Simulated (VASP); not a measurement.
# Titanium: how cutoff and mesh change the relaxed cell, part 2 of 2

Aim: test the relaxed volume of Titanium against cutoff and mesh. The starting structure is a measured crystal structure from the Crystallography Open Database. The first relaxation on each setting starts from this cell expanded by 3 % in volume.

VASP 6.6.1.

Results so far: reference 16.63 Å³ an atom; a cutoff of 270 eV 16.56 Å³ an atom.

### Step 4. Relaxation with a 10×10×5 mesh

Level of this step: PBEsol; plane waves and PAW (Ti_sv) (VASP).

Against step 2 the input has a 10×10×5 mesh. This run starts from the cell of an earlier relaxation, which isn't shown; the restart sets up the plane waves anew.

INCAR reads:

```
SYSTEM = Ti
PREC = Accurate
ENCUT = 450
EDIFF = 1E-06
NELM = 100
ISMEAR = 1
SIGMA = 0.15
LREAL = .FALSE.
ALGO = Normal
GGA = PS
NBANDS = 18
LASPH = .TRUE.
LORBIT = 11
LWAVE = .FALSE.
LCHARG = .FALSE.
KPAR = 8
IBRION = 2
NSW = 50
ISIF = 3
EDIFFG = -0.006
```

POSCAR reads:

```
Ti
1.0
    2.8976828080      0.0000000000      0.0000000000
   -1.4488414040      2.5094669239      0.0000000000
    0.0000000000      0.0000000000      4.5772990681
Ti
2
Direct
    0.6666666667      0.3333333333      0.7500000000
    0.3333333333      0.6666666667      0.2500000000
```

KPOINTS reads:

```
Automatic mesh
0
Gamma
10 10 5
0 0 0
```

The projector-augmented-wave data sets are Ti_sv (PBE family, release 64).

Run with:

```bash
$ mpirun -np 8 vasp_std
```

Output:

```text
[... set-up lines as in an earlier step ...]
 entering main loop
       N       E                     dE             d eps       ncg     rms          rms(c)
DAV:   1     0.242035368504E+03    0.24204E+03   -0.12301E+04  1520   0.155E+03
DAV:   2     0.988271075074E+01   -0.23215E+03   -0.22911E+03  1534   0.431E+02
DAV:   3    -0.177420625064E+02   -0.27625E+02   -0.27353E+02  2812   0.124E+02
DAV:   4    -0.188415741951E+02   -0.10995E+01   -0.10989E+01  1734   0.254E+01
[...]
DAV:  12    -0.166746257907E+02    0.97384E-05   -0.46666E-05  1828   0.578E-02    0.237E-03
DAV:  13    -0.166746270345E+02   -0.12438E-05   -0.83873E-07  1210   0.818E-03    0.942E-04
DAV:  14    -0.166746274695E+02   -0.43492E-06   -0.17344E-07   854   0.357E-03
   1 F= -.16674627E+02 E0= -.16676214E+02  d E =-.166746E+02
[...]
N       E                     dE             d eps       ncg     rms          rms(c)
DAV:   1    -0.166776331466E+02   -0.30061E-02   -0.72636E-02  2070   0.334E+00    0.477E-01
[...]
DAV:   7    -0.166746471356E+02   -0.35020E-05   -0.57684E-06  1828   0.163E-02    0.882E-04
DAV:   8    -0.166746471682E+02   -0.32624E-07   -0.40603E-07   808   0.444E-03
   2 F= -.16674647E+02 E0= -.16676237E+02  d E =-.196987E-04
 trial-energy change:   -0.000020  1 .order   -0.000014   -0.000122    0.000095
 step:   0.6033(harm=  0.5627)  dis= 0.00000  next Energy=   -16.674666 (dE=-0.381E-04)
[...]
N       E                     dE             d eps       ncg     rms          rms(c)
DAV:   1    -0.166751397030E+02   -0.49257E-03   -0.11455E-02  2078   0.133E+00    0.190E-01
DAV:   2    -0.166746552903E+02    0.48441E-03   -0.21459E-03  2138   0.497E-01    0.522E-02
DAV:   3    -0.166746424127E+02    0.12878E-04   -0.33876E-04  2134   0.108E-01    0.178E-02
DAV:   4    -0.166746564703E+02   -0.14058E-04   -0.54787E-05  1960   0.489E-02    0.739E-03
DAV:   5    -0.166746644226E+02   -0.79523E-05   -0.18974E-05  1902   0.261E-02    0.100E-02
DAV:   6    -0.166746656286E+02   -0.12061E-05   -0.59867E-06  1664   0.178E-02    0.293E-03
DAV:   7    -0.166746654351E+02    0.19351E-06   -0.92234E-07   968   0.771E-03
   3 F= -.16674665E+02 E0= -.16676254E+02  d E =-.379656E-04
[...]
reached required accuracy - stopping structural energy minimisation
```

It took 5.8 s on 8 MPI ranks of Intel Xeon 6975P-C (Granite Rapids), shared host; peak memory 1.2 GiB; 42 s of CPU time.

Parts of OUTCAR (step 4):

```text
  Total        0.0055295      0.0055295     -0.0023100      0.0000000      0.0000000      0.0000000
  in kB        0.2666415      0.2666415     -0.1113907      0.0000000      0.0000000      0.0000000
  external PRESSURE =       0.1406308 kB  Pullay stress =       0.0000000 kB

 POSITION                                       TOTAL-FORCE (eV/Angst)
 -----------------------------------------------------------------------------------
      1.44807      0.83604      3.43056        -0.000000     -0.000000      0.000000
     -0.00000      1.67208      1.14352         0.000000      0.000000      0.000000
 -----------------------------------------------------------------------------------
    total drift:                               -0.000000      0.000000     -0.000000

  FREE ENERGIE OF THE ION-ELECTRON SYSTEM (eV)
  ---------------------------------------------------
  free  energy   TOTEN  =       -16.6746654351 eV

  energy  without entropy=      -16.6794316303  energy(sigma->0) =      -16.67625417

[... 1 part as in an earlier step ...]

[... 3 further parts left out ...]
[key lines of the parts left out:]
E-fermi :   8.6804
```

With a 10×10×5 mesh the cell ends at 16.613 Å³ an atom, -0.09 % from the reference; the bulk modulus is 119.7 GPa against 119.8 GPa.

### Step 5. Relaxation with a cutoff of 600 eV

Against step 2 the input has ENCUT = 600. This run starts from the cell of an earlier relaxation, which isn't shown; the restart sets up the plane waves anew.

Changes to INCAR since step 4:

```diff
@@ -2,3 +2,3 @@
 PREC = Accurate
-ENCUT = 450
+ENCUT = 600
 EDIFF = 1E-06
```

POSCAR reads:

```
Ti
1.0
    2.8976947668      0.0000000000      0.0000000000
   -1.4488473834      2.5094772805      0.0000000000
    0.0000000000      0.0000000000      4.5871178508
Ti
2
Direct
    0.6666666667      0.3333333333      0.7500000000
    0.3333333333      0.6666666667      0.2500000000
```

KPOINTS reads:

```
Automatic mesh
0
Gamma
18 18 10
0 0 0
```

Run with:

```bash
$ mpirun -np 8 vasp_std
```

Output:

```text
[... set-up lines as in an earlier step ...]
 entering main loop
       N       E                     dE             d eps       ncg     rms          rms(c)
DAV:   1     0.269776009403E+03    0.26978E+03   -0.14252E+04  7992   0.183E+03
DAV:   2     0.117183930915E+02   -0.25806E+03   -0.25478E+03  8116   0.482E+02
DAV:   3    -0.176475944419E+02   -0.29366E+02   -0.29026E+02 15076   0.133E+02
DAV:   4    -0.188472914771E+02   -0.11997E+01   -0.11987E+01  9124   0.284E+01
[...]
DAV:  11    -0.166780646264E+02   -0.46674E-04   -0.23857E-04  9602   0.127E-01    0.375E-02
DAV:  12    -0.166780565322E+02    0.80942E-05   -0.39207E-05  9930   0.582E-02    0.490E-03
DAV:  13    -0.166780564863E+02    0.45839E-07   -0.13534E-06  6230   0.111E-02
   1 F= -.16678056E+02 E0= -.16679106E+02  d E =-.166781E+02
[...]
reached required accuracy - stopping structural energy minimisation
```

Wall time 11 s (8 MPI ranks); peak memory 2.1 GiB.

Parts of OUTCAR (step 5):

```text
  Total        0.0096482      0.0096482      0.0005292      0.0000000     -0.0000000      0.0000000
  in kB        0.4634248      0.4634248      0.0254180      0.0000000     -0.0000000      0.0000000
  external PRESSURE =       0.3174225 kB  Pullay stress =       0.0000000 kB

 POSITION                                       TOTAL-FORCE (eV/Angst)
 -----------------------------------------------------------------------------------
      1.44885      0.83649      3.44034        -0.000000      0.000000      0.000000
     -0.00000      1.67298      1.14678         0.000000     -0.000000      0.000000
 -----------------------------------------------------------------------------------
    total drift:                               -0.000000      0.000000     -0.000000

  FREE ENERGIE OF THE ION-ELECTRON SYSTEM (eV)
  ---------------------------------------------------
  free  energy   TOTEN  =       -16.6780564863 eV

  energy  without entropy=      -16.6812058370  energy(sigma->0) =      -16.67910627

[... 2 parts as in an earlier step ...]

[... 2 further parts left out ...]
[key lines of the parts left out:]
E-fermi :   8.6582
```

With a cutoff of 600 eV the cell ends at 16.678 Å³ an atom, +0.30 % from the reference; the bulk modulus is 119.5 GPa against 119.8 GPa.

### Step 6. Relaxation with a 24×24×14 mesh

Against step 2 the input has a 24×24×14 mesh. This run starts from the cell of an earlier relaxation, which isn't shown; the restart sets up the plane waves anew.

Changes to INCAR since step 5:

```diff
@@ -2,3 +2,3 @@
 PREC = Accurate
-ENCUT = 600
+ENCUT = 450
 EDIFF = 1E-06
```

POSCAR reads:

```
Ti
1.0
    2.8967095796      0.0000000000      0.0000000000
   -1.4483547898      2.5086240834      0.0000000000
    0.0000000000      0.0000000000      4.5846411501
Ti
2
Direct
    0.6666666667      0.3333333333      0.7500000000
    0.3333333333      0.6666666667      0.2500000000
```

KPOINTS reads:

```
Automatic mesh
0
Gamma
24 24 14
0 0 0
```

Run with:

```bash
$ mpirun -np 8 vasp_std
```

Output:

```text
[... set-up lines as in an earlier step ...]
 entering main loop
       N       E                     dE             d eps       ncg     rms          rms(c)
DAV:   1     0.243922351329E+03    0.24392E+03   -0.12320E+04 17600   0.154E+03
DAV:   2     0.998977039603E+01   -0.23393E+03   -0.23094E+03 17960   0.435E+02
DAV:   3    -0.178019825654E+02   -0.27792E+02   -0.27477E+02 33170   0.124E+02
DAV:   4    -0.188530298300E+02   -0.10510E+01   -0.10501E+01 20040   0.252E+01
[...]
DAV:  12    -0.166738548948E+02    0.10530E-04   -0.44217E-05 22012   0.544E-02    0.482E-03
DAV:  13    -0.166738565341E+02   -0.16393E-05   -0.86102E-07 12634   0.880E-03    0.523E-04
DAV:  14    -0.166738570485E+02   -0.51439E-06   -0.22268E-07  9976   0.383E-03
   1 F= -.16673857E+02 E0= -.16674832E+02  d E =-.166739E+02
[...]
N       E                     dE             d eps       ncg     rms          rms(c)
DAV:   1    -0.166767656152E+02   -0.29091E-02   -0.70873E-02 23400   0.331E+00    0.466E-01
[...]
DAV:   7    -0.166738763333E+02   -0.30695E-05   -0.50434E-06 20808   0.149E-02    0.122E-03
DAV:   8    -0.166738764946E+02   -0.16131E-06   -0.48254E-07  9342   0.457E-03
   2 F= -.16673876E+02 E0= -.16674846E+02  d E =-.194460E-04
 trial-energy change:   -0.000019  1 .order   -0.000013   -0.000119    0.000092
 step:   0.6044(harm=  0.5638)  dis= 0.00000  next Energy=   -16.673894 (dE=-0.373E-04)
[...]
N       E                     dE             d eps       ncg     rms          rms(c)
DAV:   1    -0.166743521621E+02   -0.47583E-03   -0.11131E-02 23454   0.131E+00    0.186E-01
DAV:   2    -0.166738889836E+02    0.46318E-03   -0.21615E-03 24940   0.493E-01    0.518E-02
DAV:   3    -0.166738736425E+02    0.15341E-04   -0.30420E-04 24920   0.106E-01    0.171E-02
DAV:   4    -0.166738863870E+02   -0.12745E-04   -0.55175E-05 22642   0.480E-02    0.682E-03
DAV:   5    -0.166738936960E+02   -0.73090E-05   -0.17335E-05 22128   0.255E-02    0.969E-03
DAV:   6    -0.166738948171E+02   -0.11211E-05   -0.58879E-06 18730   0.175E-02    0.269E-03
DAV:   7    -0.166738946586E+02    0.15843E-06   -0.82427E-07 10082   0.753E-03
   3 F= -.16673895E+02 E0= -.16674867E+02  d E =-.376101E-04
[...]
reached required accuracy - stopping structural energy minimisation
```

Wall time 28 s (8 MPI ranks); peak memory 2.4 GiB; 3.6 min of CPU time.

From OUTCAR (step 6):

```text
  Total        0.0040020      0.0040020      0.0004381      0.0000000      0.0000000      0.0000000
  in kB        0.1928032      0.1928032      0.0211071      0.0000000      0.0000000      0.0000000
  external PRESSURE =       0.1355712 kB  Pullay stress =       0.0000000 kB

 POSITION                                       TOTAL-FORCE (eV/Angst)
 -----------------------------------------------------------------------------------
      1.44755      0.83575      3.43620         0.000000      0.000000      0.000000
     -0.00000      1.67149      1.14540        -0.000000     -0.000000      0.000000
 -----------------------------------------------------------------------------------
    total drift:                               -0.000000      0.000000     -0.000000

  FREE ENERGIE OF THE ION-ELECTRON SYSTEM (eV)
  ---------------------------------------------------
  free  energy   TOTEN  =       -16.6738946586 eV

  energy  without entropy=      -16.6768105375  energy(sigma->0) =      -16.67486662

[... 1 part as in an earlier step ...]

[... 3 further parts left out ...]
[key lines of the parts left out:]
E-fermi :   8.6922
```

With a 24×24×14 mesh the cell ends at 16.628 Å³ an atom, +0.00 % from the reference; the bulk modulus is 119.7 GPa against 119.8 GPa.

### Step 7. The runs compared

```csv
run,volume (Å³/atom),change (%),bulk modulus (GPa),pressure left (GPa),core minutes
reference,16.628,-,119.8,0.01,6.24
a cutoff of 270 eV,16.56,-0.41,125.7,0.0,5.25
a 10×10×5 mesh,16.613,-0.09,119.7,0.01,3.07
a cutoff of 600 eV,16.678,0.3,119.5,0.03,7.41
a 24×24×14 mesh,16.628,0.0,119.7,0.01,12.7
```

Core minutes are wall time times ranks, summed over the relaxations behind a row (those for a bulk modulus apart), on shared hosts.

### Step 8. Results

* volume of the reference: 16.63 Å³/atom
* volume against the reference, a cutoff of 270 eV: -0.41 %
* volume against the reference, a 10×10×5 mesh: -0.09 %
* volume against the reference, a cutoff of 600 eV: +0.30 %
* volume against the reference, a 24×24×14 mesh: +0.00 %

In words: The volume moves most with a cutoff of 270 eV: -0.41 % against the reference (450 eV, 18×18×10 mesh). On finer settings it changes by +0.30 % with a cutoff of 600 eV and +0.00 % with a 24×24×14 mesh. The relaxations stop with up to 0.03 GPa left, which at the bulk modulus found here is 0.03 % of the volume, and more along a soft axis. That understates it: a restart alone still moved the volume by up to 0.6 %. A cell that shrinks at the lower cutoff is the usual mark of Pulay stress, the error that a plane-wave basis makes when it is kept while the volume changes. The bulk modulus is more sensitive: it changes by +4.9 % with a cutoff of 270 eV. Further runs on this material are not shown.

[Lines on the potential files, build, host, timing and source positions are cut from VASP's logs without a mark.]

[Logs are printed without paths, hosts, clocks, repeated set-up lines and the standing remarks that a program may print on its own settings, such as how far it seeks lower states.]

[Hosts, paths, dates, database ids (printed as entryN), source tags and the programs' standing remarks are cut or masked in the printed files.]
